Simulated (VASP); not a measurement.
# Cu16N in VASP: settings compared, part 2 of 2

VASP 6.6.1.

### 3 Single point, optB86b-vdW

INCAR reads:

```
SYSTEM = Cu16N
AGGAC = 0.0
ALGO = Fast
EDIFF = 1E-6
ENCUT = 400
GGA = MK
ISIF = 2
ISMEAR = 1
ISYM = 0
KPAR = 4
LASPH = .TRUE.
LCHARG = .FALSE.
LREAL = Auto
LUSE_VDW = .TRUE.
LWAVE = .FALSE.
NBANDS = 104
NELM = 60
PARAM1 = 0.1234
PARAM2 = 1.0
PREC = Accurate
SIGMA = 0.1
```

KPOINTS reads:

```
k-points
0
G
  6 6 1
  0 0 0
```

POSCAR reads:

```
Cu16N
1.0
    5.1053109602      0.0000000000      0.0000000000
    0.0000000000      5.1053109602      0.0000000000
    0.0000000000      0.0000000000     21.9150000000
Cu N
16 1
Direct
    0.2500000000      0.2500000000      0.1141000000
    0.7500000000      0.2500000000      0.1141000000
    0.2500000000      0.7500000000      0.1141000000
    0.7500000000      0.7500000000      0.1141000000
    0.0000000000      0.0000000000      0.1964000000
    0.5000000000      0.0000000000      0.1964000000
    0.0000000000      0.5000000000      0.1964000000
    0.5000000000      0.5000000000      0.1964000000
    0.2500000000      0.2500000000      0.2767000000
    0.7500000000      0.2500000000      0.2770000000
    0.2500000000      0.7500000000      0.2770000000
    0.7500000000      0.7500000000      0.2797000000
    0.9949000000      0.9949000000      0.3601000000
    0.5051000000      0.9949000000      0.3601000000
    0.9949000000      0.5051000000      0.3601000000
    0.5051000000      0.5051000000      0.3601000000
    0.2500000000      0.2500000000      0.3825000000
```

Potentials or basis: VASP PAW PBE potentials, release 64 (Cu, N).

Launch:

```
$ cat potpaw_PBE.64/Cu/POTCAR potpaw_PBE.64/N/POTCAR > POTCAR
$ mpirun -np 4 vasp_std > vasp.out
```

OUTCAR:

```text
SYSTEM = Cu16N
   EDIFF = 1E-6
   ENCUT = 400
   GGA = MK
   ISIF = 2
   ISMEAR = 1
   ISYM = 0
   LASPH = .TRUE.
   LREAL = Auto
   NELM = 60
   PREC = Accurate

 ion  position               nearest neighbor table
   1  0.250  0.250  0.114-   5 2.55   6 2.55   7 2.55   8 2.55   2 2.55   3 2.55   3 2.55   2 2.55

   2  0.750  0.250  0.114-   5 2.55   6 2.55   7 2.55   8 2.55   1 2.55   4 2.55   4 2.55   1 2.55

   3  0.250  0.750  0.114-   5 2.55   6 2.55   7 2.55   8 2.55   1 2.55   4 2.55   1 2.55   4 2.55
[... 12 lines left out ...]
                            15 2.59  16 2.59  13 2.59  14 2.59
  10  0.750  0.250  0.277-   5 2.53   6 2.53   7 2.53   8 2.53   9 2.55   9 2.55  12 2.55  12 2.55
                            15 2.56  16 2.56  13 2.56  14 2.56
  11  0.250  0.750  0.277-   5 2.53   6 2.53   7 2.53   8 2.53   9 2.55   9 2.55  12 2.55  12 2.55
                            15 2.56  16 2.56  13 2.56  14 2.56
  12  0.750  0.750  0.280-  13 2.50  14 2.50  15 2.50  16 2.50  10 2.55  11 2.55  10 2.55  11 2.55
                             5 2.57   6 2.57   7 2.57   8 2.57
  13  0.995  0.995  0.360-  17 1.91  12 2.50  15 2.50  14 2.50  10 2.56  11 2.56   9 2.59  15 2.60
                            14 2.60
  14  0.505  0.995  0.360-  17 1.91  12 2.50  16 2.50  13 2.50  10 2.56  11 2.56   9 2.59  16 2.60
[... 194 lines left out ...]
      4      -6.6364      2.00000
      5      -6.6364      2.00000
      6      -5.9954      2.00000
[... 2089 lines left out ...]
    101       4.3090      0.00000
    102       4.4197      0.00000
 [bands above 102 left out]

------------------------ aborting loop because EDIFF is reached ----------------------------------------

  FORCE on cell =-STRESS in cart. coord.  units (eV):
  Direction    XX          YY          ZZ          XY          YZ          ZX
  --------------------------------------------------------------------------------------
  -------------------------------------------------------------------------------------
  Total       -6.5747589     -6.5747597     -2.0592927     -0.0000067      0.0000050     -0.0000153
  in kB      -18.4418524    -18.4418547     -5.7762075     -0.0000187      0.0000139     -0.0000428
  external PRESSURE =     -14.2199715 kB  Pullay stress =       0.0000000 kB

 VOLUME and BASIS-vectors are now :
 -----------------------------------------------------------------------------
  energy-cutoff  :      400.00
  volume of cell :      571.20
      direct lattice vectors                 reciprocal lattice vectors
     5.105310960  0.000000000  0.000000000     0.195874455  0.000000000  0.000000000
     0.000000000  5.105310960  0.000000000     0.000000000  0.195874455  0.000000000
     0.000000000  0.000000000 21.915000000     0.000000000  0.000000000  0.045630846

 POSITION                                       TOTAL-FORCE (eV/Angst)
 -----------------------------------------------------------------------------------
      1.27633      1.27633      2.50050         0.000000     -0.000000      0.202625
      3.82898      1.27633      2.50050        -0.000000      0.000000      0.204965
      1.27633      3.82898      2.50050        -0.000000     -0.000000      0.204964
      3.82898      3.82898      2.50050        -0.000000      0.000000      0.213402
      0.00000      0.00000      4.30411        -0.039164     -0.039163     -0.293347
      2.55266      0.00000      4.30411         0.039163     -0.039163     -0.293345
[... 9 lines left out ...]
      2.57869      2.57869      7.89159         0.028961      0.028962      0.050584
      1.27633      1.27633      8.38249         0.000009     -0.000003     -0.040586
 -----------------------------------------------------------------------------------
    total drift:                                0.000005     -0.000003      0.040257

  FREE ENERGIE OF THE ION-ELECTRON SYSTEM (eV)
  ---------------------------------------------------
  free  energy   TOTEN  =       -15.6521863827 eV

  energy  without entropy=      -15.6521445181  energy(sigma->0) =      -15.65217243

Total vdW correction in eV:     36.3001238
```

OSZICAR:

```text
N       E                     dE             d eps       ncg     rms          rms(c)
DAV:   1     0.166232120560E+04    0.16623E+04   -0.66293E+04  4160   0.176E+03
[... 22 lines left out ...]
RMM:  24    -0.156522121779E+02   -0.45343E-05   -0.23368E-06  2935   0.871E-03    0.173E-03
RMM:  25    -0.156522110296E+02    0.11483E-05   -0.64280E-07  2657   0.470E-03    0.944E-04
RMM:  26    -0.156522076215E+02    0.34080E-05   -0.45142E-07  2674   0.359E-03    0.945E-04
RMM:  27    -0.156522042808E+02    0.33408E-05   -0.70450E-07  2784   0.291E-03    0.559E-04
RMM:  28    -0.156521986260E+02    0.56548E-05   -0.79787E-07  2804   0.288E-03    0.738E-04
RMM:  29    -0.156521924112E+02    0.62148E-05   -0.56442E-07  2752   0.334E-03    0.359E-04
RMM:  30    -0.156521857873E+02    0.66239E-05   -0.88221E-07  2804   0.221E-03    0.198E-04
RMM:  31    -0.156521863827E+02   -0.59544E-06   -0.52171E-07  2739   0.190E-03
   1 F= -.15652186E+02 E0= -.15652172E+02  d E =-.418647E-04
```

Run time: 13 min. Hardware: 4 MPI ranks of Intel Xeon Platinum 8488C (Sapphire Rapids), shared host; peak memory 1.6 GiB.

What came out:

* Free energy: -15.6522 eV
* Largest force: 0.299 eV/Å
* Band gap on the k mesh: none (metal or under the smearing width)

Forces in eV/Å, atoms in the order of the input:
```
Cu   0.000  0.000  0.203
Cu   0.000  0.000  0.205
Cu   0.000  0.000  0.205
Cu   0.000  0.000  0.213
Cu  -0.039 -0.039 -0.293
Cu   0.039 -0.039 -0.293
Cu  -0.039  0.039 -0.293
Cu   0.039  0.039 -0.293
Cu   0.000  0.000  0.043
Cu   0.000  0.000  0.047
Cu   0.000  0.000  0.047
Cu   0.000  0.000  0.049
Cu  -0.029 -0.029  0.051
Cu   0.029 -0.029  0.051
Cu  -0.029  0.029  0.051
Cu   0.029  0.029  0.051
N    0.000  0.000 -0.041
```

Levels at points of the mesh, in eV from the Fermi level:
```
           k point  band 89  band 90  band 91  band 92  band 93  band 94
(0.00, 0.00, 0.00)    -0.25    -0.25    -0.24    -0.09     0.02     0.02
(0.50, 0.00, 0.00)    -0.51    -0.02     0.67     0.91     1.01     1.12
(0.00, 0.50, 0.00)    -0.51    -0.02     0.67     0.91     1.01     1.12
(0.50, 0.50, 0.00)    -0.85    -0.23    -0.23     0.18     0.25     1.67
```

Caveat: the cutoff is under 1.25 times the usual one of these potentials, so pressure, stress and relaxed cells hold a basis-set (Pulay) error; the PAW data sets were made with another functional, which shifts forces and pressure a little; the run has no spin polarisation, though such a crystal can be magnetic.

### 4 Single point, rev-vdW-DF2

Changes to INCAR since step 3:

```diff
@@ -18,4 +18,5 @@
 PARAM1 = 0.1234
-PARAM2 = 1.0
+PARAM2 = 0.711357
 PREC = Accurate
 SIGMA = 0.1
+ZAB_VDW = -1.8867
```

KPOINTS is that of step 3.

POSCAR is that of step 3.

Potentials or basis: VASP PAW PBE potentials, release 64 (Cu, N).

Launch:

```
$ cat potpaw_PBE.64/Cu/POTCAR potpaw_PBE.64/N/POTCAR > POTCAR
$ mpirun -np 4 vasp_std > vasp.out
```

OUTCAR:

```text
SYSTEM = Cu16N
   EDIFF = 1E-6
   ENCUT = 400
   GGA = MK
   ISIF = 2
   ISMEAR = 1
   ISYM = 0
   LASPH = .TRUE.
   LREAL = Auto
   NELM = 60
   PREC = Accurate

 ion  position               nearest neighbor table
   1  0.250  0.250  0.114-   5 2.55   6 2.55   7 2.55   8 2.55   2 2.55   3 2.55   3 2.55   2 2.55

   2  0.750  0.250  0.114-   5 2.55   6 2.55   7 2.55   8 2.55   1 2.55   4 2.55   4 2.55   1 2.55

   3  0.250  0.750  0.114-   5 2.55   6 2.55   7 2.55   8 2.55   1 2.55   4 2.55   1 2.55   4 2.55
[... 12 lines left out ...]
                            15 2.59  16 2.59  13 2.59  14 2.59
  10  0.750  0.250  0.277-   5 2.53   6 2.53   7 2.53   8 2.53   9 2.55   9 2.55  12 2.55  12 2.55
                            15 2.56  16 2.56  13 2.56  14 2.56
  11  0.250  0.750  0.277-   5 2.53   6 2.53   7 2.53   8 2.53   9 2.55   9 2.55  12 2.55  12 2.55
                            15 2.56  16 2.56  13 2.56  14 2.56
  12  0.750  0.750  0.280-  13 2.50  14 2.50  15 2.50  16 2.50  10 2.55  11 2.55  10 2.55  11 2.55
                             5 2.57   6 2.57   7 2.57   8 2.57
  13  0.995  0.995  0.360-  17 1.91  12 2.50  15 2.50  14 2.50  10 2.56  11 2.56   9 2.59  15 2.60
                            14 2.60
  14  0.505  0.995  0.360-  17 1.91  12 2.50  16 2.50  13 2.50  10 2.56  11 2.56   9 2.59  16 2.60
[... 194 lines left out ...]
      4      -6.6687      2.00000
      5      -6.6687      2.00000
      6      -6.0308      2.00000
[... 2089 lines left out ...]
    101       4.2654      0.00000
    102       4.3722      0.00000
 [bands above 102 left out]

------------------------ aborting loop because EDIFF is reached ----------------------------------------

  FORCE on cell =-STRESS in cart. coord.  units (eV):
  Direction    XX          YY          ZZ          XY          YZ          ZX
  --------------------------------------------------------------------------------------
  -------------------------------------------------------------------------------------
  Total       -5.7429018     -5.7428986     -1.4827640     -0.0000358      0.0000422     -0.0000601
  in kB      -16.1085370    -16.1085280     -4.1590749     -0.0001005      0.0001184     -0.0001687
  external PRESSURE =     -12.1253799 kB  Pullay stress =       0.0000000 kB

 VOLUME and BASIS-vectors are now :
 -----------------------------------------------------------------------------
  energy-cutoff  :      400.00
  volume of cell :      571.20
      direct lattice vectors                 reciprocal lattice vectors
     5.105310960  0.000000000  0.000000000     0.195874455  0.000000000  0.000000000
     0.000000000  5.105310960  0.000000000     0.000000000  0.195874455  0.000000000
     0.000000000  0.000000000 21.915000000     0.000000000  0.000000000  0.045630846

 POSITION                                       TOTAL-FORCE (eV/Angst)
 -----------------------------------------------------------------------------------
      1.27633      1.27633      2.50050         0.000000      0.000001      0.175653
      3.82898      1.27633      2.50050        -0.000001      0.000001      0.177474
      1.27633      3.82898      2.50050        -0.000000     -0.000000      0.177477
      3.82898      3.82898      2.50050        -0.000001      0.000002      0.186928
      0.00000      0.00000      4.30411        -0.039053     -0.039050     -0.292445
      2.55266      0.00000      4.30411         0.039051     -0.039049     -0.292445
[... 9 lines left out ...]
      2.57869      2.57869      7.89159         0.029457      0.029461      0.080924
      1.27633      1.27633      8.38249         0.000055     -0.000041     -0.047395
 -----------------------------------------------------------------------------------
    total drift:                                0.000012     -0.000018      0.056657

  FREE ENERGIE OF THE ION-ELECTRON SYSTEM (eV)
  ---------------------------------------------------
  free  energy   TOTEN  =       -20.6262712943 eV

  energy  without entropy=      -20.6265450081  energy(sigma->0) =      -20.62636253

Total vdW correction in eV:     33.3548507
```

stdout:

```text
POSCAR found type information on POSCAR CuN
 POSCAR found :  2 types and      17 ions
 scaLAPACK will be used
 -----------------------------------------------------------------------------
|                                                                             |
|                                                                             |
|     You have switched on vdW-DFT.                                           |
[... 16 lines left out ...]
 -----------------------------------------------------------------------------

 LDA part: xc-table for (Slater+PW92), standard interpolation
 POSCAR, INCAR and KPOINTS ok, starting setup
 FFT: planning ... GRIDC
 FFT: planning ... GRID_SOFT
 FFT: planning ... GRID
 WAVECAR not read
 entering main loop
```

It took 11 min on 4 MPI ranks of Intel Xeon Platinum 8488C (Sapphire Rapids), shared host; peak memory 1.6 GiB.

Results:

| Property | Result |
| --- | --- |
| Free energy | -20.6263 eV |
| Largest force | 0.298 eV/Å |
| Band gap on the k mesh | none (metal or under the smearing width) |

Forces on the atoms (eV/Å):
```
Cu   0.000  0.000  0.176
Cu   0.000  0.000  0.177
Cu   0.000  0.000  0.177
Cu   0.000  0.000  0.187
Cu  -0.039 -0.039 -0.292
Cu   0.039 -0.039 -0.292
Cu  -0.039  0.039 -0.292
Cu   0.039  0.039 -0.292
Cu   0.000  0.000  0.034
Cu   0.000  0.000  0.045
Cu   0.000  0.000  0.045
Cu   0.000  0.000  0.052
Cu  -0.029 -0.029  0.081
Cu   0.029 -0.029  0.081
Cu  -0.029  0.029  0.081
Cu   0.029  0.029  0.081
N    0.000  0.000 -0.047
```

Caveat: the cutoff is under 1.25 times the usual one of these potentials, so pressure, stress and relaxed cells hold a basis-set (Pulay) error; the PAW data sets were made with another functional, which shifts forces and pressure a little; the run has no spin polarisation, though such a crystal can be magnetic.

### 5 Summary

```csv
level,gap on the mesh (eV),largest force (eV/Å)
PBE+D3(BJ),none,0.25
optB86b-vdW,none,0.30
rev-vdW-DF2,none,0.30
```

Alike in all rows: task single point; potentials or basis VASP PAW PBE potentials, release 64 (Cu, N); no spin polarisation; cell as given; k mesh 6 × 6 × 1; cutoff (eV) 400; smearing methfessel-paxton 0.1 eV.

Every run on the cell as given and a fine mesh finds a metal.

Caveats: the cutoff is under 1.25 times the usual one of these potentials, so pressure, stress and relaxed cells hold a basis-set (Pulay) error; the run has no spin polarisation, though such a crystal can be magnetic; the PAW data sets were made with another functional, which shifts forces and pressure a little (some runs).

Absolute energies hang on the potentials; compare differences alone.
